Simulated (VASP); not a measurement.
These are vdW-DF2, VASP's PBE PAW potentials (set 64) (plane waves; VASP) values and carry that method's errors.

Input for VASP

KPOINTS:
```
Automatic mesh
0
Gamma
6 6 4
0 0 0
```

### POSCAR
```
La2O3
1.0
  2.0210995258  -3.5006469698   0.0000000000
  2.0210995258   3.5006469698   0.0000000000
  0.0000000000   0.0000000000   6.4089502428
La O
2 3
Direct
  0.3333330000   0.6666670000   0.2475518746
  0.6666670000   0.3333330000   0.7524481254
  0.0000000000   0.0000000000   0.0000000000
  0.3333330000   0.6666670000   0.6458432896
  0.6666670000   0.3333330000   0.3541567104
```

### INCAR
```
! general
SYSTEM    =  La2O3
PREC      =  Accurate
ENCUT     =  520   ! plane-wave cut-off (eV)
LREAL     =  .FALSE.   ! projection in real space or not
LASPH     =  .TRUE.   ! aspherical one-centre terms

! electronic loop
EDIFF     =  1E-7   ! SCF stop (eV)
NELM      =  100   ! most electronic steps
ALGO      =  Normal   ! blocked Davidson
LMAXMIX   =  6   ! l cut-off of mixed one-centre charges

! smearing
ISMEAR    =  0
SIGMA     =  0.05   ! width (eV)

! functional
GGA       =  ML
LUSE_VDW  =  .TRUE.
AGGAC     =  0.0
ZAB_VDW   =  -1.8867

! ions
IBRION    =  2
NSW       =  30   ! most ionic steps
ISIF      =  4   ! ions and shape, fixed volume
EDIFFG    =  -0.01   ! ionic stop

! output
LWAVE     =  .FALSE.
LCHARG    =  .FALSE.
```

POTCAR, in this order: La O (PBE.64 set). Program: vasp_std.

Output of the run:

OUTCAR:
```
 ion  position               nearest neighbor table
   1  0.333  0.667  0.248-   5 2.43   5 2.43   5 2.43   4 2.55   3 2.82   3 2.82   3 2.82
   2  0.667  0.333  0.752-   4 2.43   4 2.43   4 2.43   5 2.55   3 2.82   3 2.82   3 2.82
   3  0.000  0.000  0.000-   1 2.82   2 2.82   2 2.82   1 2.82   2 2.82   1 2.82
   4  0.333  0.667  0.646-   2 2.43   2 2.43   2 2.43   1 2.55
   5  0.667  0.333  0.354-   1 2.43   1 2.43   1 2.43   2 2.55
  LATTYP: Found a hexagonal cell.
 ALAT       =     4.0421989684
 C/A-ratio  =     1.5855108303
 Subroutine PRICEL returns:
 Original cell was already a primitive cell.
 Subroutine GETGRP returns: Found 12 space group operations
The static configuration has the point symmetry D_3d.
The dynamic configuration has the point symmetry D_3d.
 Subroutine INISYM returns: Found 12 space group operations
 Subroutine IBZKPT returns following result:
 Found     24 irreducible k-points:

 Following reciprocal coordinates:
            Coordinates               Weight
  0.000000  0.000000  0.000000      1.000000
  0.166667  0.000000  0.000000      6.000000
  0.333333  0.000000  0.000000      6.000000
  0.500000  0.000000  0.000000      3.000000
  0.166667  0.166667  0.000000      6.000000
...
```

File OSZICAR:
```
       N       E                     dE             d eps       ncg     rms          rms(c)
DAV:   1     0.493940240634E+03    0.49394E+03   -0.15987E+04  1168   0.251E+03
DAV:   2     0.107839423088E+03   -0.38610E+03   -0.38014E+03  1680   0.400E+02
DAV:   3    -0.221017088588E+02   -0.12994E+03   -0.12828E+03  2160   0.227E+02
DAV:   4    -0.399221168211E+02   -0.17820E+02   -0.17814E+02  2016   0.905E+01
DAV:   5    -0.409284554778E+02   -0.10063E+01   -0.10060E+01  2200   0.270E+01    0.176E+01
DAV:   6    -0.328401462835E+02    0.80883E+01   -0.79930E+01  1680   0.496E+01    0.871E+00
DAV:   7    -0.326539416976E+02    0.18620E+00   -0.96682E+00  2184   0.315E+01    0.364E+00
DAV:   8    -0.325787778390E+02    0.75164E-01   -0.68820E-01  1928   0.667E+00    0.150E+00
DAV:   9    -0.325599757004E+02    0.18802E-01   -0.13111E-01  1944   0.339E+00    0.471E-01
DAV:  10    -0.325604771605E+02   -0.50146E-03   -0.67516E-02  2008   0.180E+00    0.251E-01
DAV:  11    -0.325599227539E+02    0.55441E-03   -0.14357E-02  2008   0.906E-01    0.123E-01
DAV:  12    -0.325601046538E+02   -0.18190E-03   -0.40104E-03  2112   0.568E-01    0.105E-01
DAV:  13    -0.325598893439E+02    0.21531E-03   -0.11865E-03  1856   0.260E-01    0.269E-02
DAV:  14    -0.325598939091E+02   -0.45652E-05   -0.28267E-04  2000   0.146E-01    0.122E-02
DAV:  15    -0.325598947924E+02   -0.88333E-06   -0.16716E-05  2144   0.388E-02    0.903E-03
DAV:  16    -0.325598943362E+02    0.45623E-06   -0.38391E-06  2176   0.173E-02    0.541E-03
DAV:  17    -0.325598943052E+02    0.31019E-07   -0.12494E-06  1768   0.828E-03    0.257E-03
DAV:  18    -0.325598940981E+02    0.20704E-06   -0.15089E-06  1656   0.880E-03    0.562E-04
DAV:  19    -0.325598940447E+02    0.53476E-07   -0.11348E-07  1112   0.456E-03
   1 F= -.32559894E+02 E0= -.32559894E+02  d E =-.325599E+02
       N       E                     dE             d eps       ncg     rms          rms(c)
DAV:   1    -0.325631813403E+02   -0.32872E-02   -0.74424E-01  1920   0.102E+01    0.357E-01
DAV:   2    -0.325638112233E+02   -0.62988E-03   -0.38086E-02  1864   0.157E+00    0.217E-01
DAV:   3    -0.325632466439E+02    0.56458E-03   -0.41986E-03  2208   0.681E-01    0.105E-01
DAV:   4    -0.325631409339E+02    0.10571E-03   -0.67677E-04  2296   0.298E-01    0.432E-02
DAV:   5    -0.325631567563E+02   -0.15822E-04   -0.34351E-04  2152   0.133E-01    0.250E-02
DAV:   6    -0.325631506258E+02    0.61305E-05   -0.89610E-05  2024   0.688E-02    0.110E-02
DAV:   7    -0.325631544909E+02   -0.38650E-05   -0.16479E-05  1968   0.331E-02    0.756E-03
DAV:   8    -0.325631536656E+02    0.82529E-06   -0.80002E-06  1880   0.205E-02    0.132E-03
DAV:   9    -0.325631536051E+02    0.60458E-07   -0.80481E-07  1784   0.835E-03
   2 F= -.32563154E+02 E0= -.32563154E+02  d E =-.325956E-02
       N       E                     dE             d eps       ncg     rms          rms(c)
DAV:   1    -0.325632015000E+02   -0.47834E-04   -0.12328E-02  1960   0.130E+00    0.458E-02
DAV:   2    -0.325632101746E+02   -0.86745E-05   -0.59508E-04  1864   0.197E-01    0.277E-02
DAV:   3    -0.325632007300E+02    0.94445E-05   -0.68151E-05  2216   0.880E-02    0.131E-02
DAV:   4    -0.325631993168E+02    0.14132E-05   -0.10624E-05  2296   0.370E-02    0.546E-03
DAV:   5    -0.325631996072E+02   -0.29038E-06   -0.51091E-06  2152   0.165E-02    0.313E-03
DAV:   6    -0.325631994347E+02    0.17253E-06   -0.19884E-06  1808   0.996E-03    0.150E-03
DAV:   7    -0.325631995449E+02   -0.11025E-06   -0.17130E-07  1072   0.455E-03    0.804E-04
DAV:   8    -0.325631995377E+02    0.72623E-08   -0.13794E-07  1040   0.520E-03
   3 F= -.32563200E+02 E0= -.32563200E+02  d E =-.330549E-02
       N       E                     dE             d eps       ncg     rms          rms(c)
DAV:   1    -0.325638877923E+02   -0.68825E-03   -0.12183E-01  1616   0.552E+00    0.178E-01
DAV:   2    -0.325640067176E+02   -0.11893E-03   -0.87195E-03  2088   0.103E+00    0.111E-01
DAV:   3    -0.325637156825E+02    0.29104E-03   -0.12614E-03  2232   0.455E-01    0.259E-02
DAV:   4    -0.325637133329E+02    0.23496E-05   -0.80835E-05  2016   0.809E-02    0.143E-02
DAV:   5    -0.325637144842E+02   -0.11513E-05   -0.85048E-06  2032   0.245E-02    0.685E-03
DAV:   6    -0.325637151070E+02   -0.62279E-06   -0.55726E-06  2104   0.180E-02    0.363E-03
DAV:   7    -0.325637152157E+02   -0.10866E-06   -0.10699E-06  1552   0.827E-03    0.149E-03
DAV:   8    -0.325637152474E+02   -0.31728E-07   -0.12546E-06  1528   0.790E-03    0.156E-03
DAV:   9    -0.325637151384E+02    0.10906E-06   -0.11392E-07  1016   0.487E-03    0.965E-04
DAV:  10    -0.325637151227E+02    0.15641E-07   -0.16296E-07  1056   0.460E-03
   4 F= -.32563715E+02 E0= -.32563715E+02  d E =-.515585E-03
       N       E                     dE             d eps       ncg     rms          rms(c)
DAV:   1    -0.325640709595E+02   -0.35582E-03   -0.11939E-01  1616   0.546E+00    0.176E-01
DAV:   2    -0.325641879793E+02   -0.11702E-03   -0.85371E-03  2112   0.103E+00    0.110E-01
DAV:   3    -0.325639029302E+02    0.28505E-03   -0.12263E-03  2256   0.450E-01    0.254E-02
DAV:   4    -0.325639008252E+02    0.21050E-05   -0.75167E-05  2008   0.776E-02    0.141E-02
DAV:   5    -0.325639019935E+02   -0.11683E-05   -0.81640E-06  2048   0.240E-02    0.651E-03
DAV:   6    -0.325639026058E+02   -0.61223E-06   -0.53859E-06  2128   0.176E-02    0.354E-03
DAV:   7    -0.325639026864E+02   -0.80631E-07   -0.10540E-06  1536   0.812E-03    0.144E-03
DAV:   8    -0.325639027193E+02   -0.32919E-07   -0.12073E-06  1520   0.769E-03    0.152E-03
DAV:   9    -0.325639026131E+02    0.10621E-06   -0.10150E-07   960   0.475E-03    0.968E-04
DAV:  10    -0.325639025971E+02    0.15966E-07   -0.16779E-07   992   0.454E-03
   5 F= -.32563903E+02 E0= -.32563903E+02  d E =-.703059E-03
       N       E                     dE             d eps       ncg     rms          rms(c)
DAV:   1    -0.325638783961E+02    0.24217E-04   -0.17728E-02  1528   0.949E-01    0.194E-02
DAV:   2    -0.325639485287E+02   -0.70133E-04   -0.77111E-04  1720   0.307E-01    0.138E-02
DAV:   3    -0.325639462484E+02    0.22804E-05   -0.26390E-05  2000   0.506E-02    0.988E-03
DAV:   4    -0.325639429862E+02    0.32621E-05   -0.28381E-05  1984   0.435E-02    0.487E-03
DAV:   5    -0.325639431775E+02   -0.19126E-06   -0.46198E-06  1624   0.181E-02    0.421E-03
DAV:   6    -0.325639429550E+02    0.22254E-06   -0.15695E-06  1664   0.100E-02    0.171E-03
DAV:   7    -0.325639428352E+02    0.11972E-06   -0.13160E-06  1800   0.835E-03    0.151E-03
DAV:   8    -0.325639427143E+02    0.12095E-06   -0.13967E-07   816   0.402E-03    0.864E-04
DAV:   9    -0.325639427173E+02   -0.29600E-08   -0.25820E-07  1032   0.464E-03
   6 F= -.32563943E+02 E0= -.32563943E+02  d E =-.401201E-04
       N       E                     dE             d eps       ncg     rms          rms(c)
DAV:   1    -0.325638174578E+02    0.12526E-03   -0.40892E-02  1528   0.144E+00    0.294E-02
DAV:   2    -0.325639790643E+02   -0.16161E-03   -0.17780E-03  1704   0.466E-01    0.210E-02
DAV:   3    -0.325639739247E+02    0.51396E-05   -0.61975E-05  1952   0.770E-02    0.151E-02
DAV:   4    -0.325639666909E+02    0.72339E-05   -0.70433E-05  2000   0.685E-02    0.796E-03
DAV:   5    -0.325639669086E+02   -0.21774E-06   -0.11350E-05  1640   0.281E-02    0.692E-03
DAV:   6    -0.325639663643E+02    0.54427E-06   -0.35908E-06  2128   0.150E-02    0.313E-03
DAV:   7    -0.325639661069E+02    0.25738E-06   -0.39180E-06  1688   0.129E-02    0.243E-03
DAV:   8    -0.325639658717E+02    0.23527E-06   -0.59387E-07  1416   0.686E-03    0.122E-03
DAV:   9    -0.325639658682E+02    0.34547E-08   -0.13568E-07   800   0.451E-03
   7 F= -.32563966E+02 E0= -.32563966E+02  d E =-.632711E-04
```

**OUTCAR**
```
------------------------ aborting loop because EDIFF is reached ----------------------------------------
  FORCE on cell =-STRESS in cart. coord.  units (eV):
  Direction    XX          YY          ZZ          XY          YZ          ZX
  --------------------------------------------------------------------------------------
  Total       -1.6366463     -1.6366462     -1.6377703      0.0000000      0.0000000      0.0000000
  in kB      -28.9142875    -28.9142862    -28.9341463      0.0000000      0.0000000      0.0000000
  external PRESSURE =     -28.9209067 kB  Pullay stress =       0.0000000 kB
  volume of cell :       90.69
      direct lattice vectors                 reciprocal lattice vectors
     2.013448276 -3.487394636 -0.000000000     0.248330194 -0.143373507 -0.000000000
     2.013448276  3.487394636  0.000000000     0.248330194  0.143373507 -0.000000000
     0.000000000 -0.000000000  6.457751710     0.000000000 -0.000000000  0.154852655
 POSITION                                       TOTAL-FORCE (eV/Angst)
 -----------------------------------------------------------------------------------
      2.01345      1.16247      1.60950        -0.000000      0.000000      0.000316
      2.01345     -1.16247      4.84825         0.000000     -0.000000     -0.000316
      2.01345     -3.48739     -0.00000         0.000000     -0.000000     -0.000000
      2.01345      1.16247      4.16602        -0.000000     -0.000000     -0.000144
      2.01345     -1.16247      2.29173         0.000000     -0.000000      0.000144
 -----------------------------------------------------------------------------------
    total drift:                                0.000000      0.000000      0.000000
  FREE ENERGIE OF THE ION-ELECTRON SYSTEM (eV)
  ---------------------------------------------------
  free  energy   TOTEN  =       -32.5639658682 eV

  energy  without entropy=      -32.5639658682  energy(sigma->0) =      -32.56396587

 reached required accuracy - stopping structural energy minimisation
```
(Selected blocks of OUTCAR.)

**CONTCAR**
```
La2O3
   1.00000000000000
     2.0134482755234488   -3.4873946363189186   -0.0000000000000000
     2.0134482755234488    3.4873946363189186    0.0000000000000000
     0.0000000000000000   -0.0000000000000000    6.4577517104462467
  La              O
     2     3
Direct
     0.3333330000000032    0.6666669999999968    0.2492354322505294
     0.6666669999999968    0.3333330000000032    0.7507645677494706
     1.0000000000000000    0.0000000000000000    0.0000000000000000
     0.3333330000000032    0.6666669999999968    0.6451193168621148
     0.6666669999999968    0.3333330000000032    0.3548806831378851
```

The compound is La2O3 in the a-type structure. This cell is one point of a volume scan, at 1.03 of the reference volume. Symmetry was kept, so distortions that lower it aren't found.
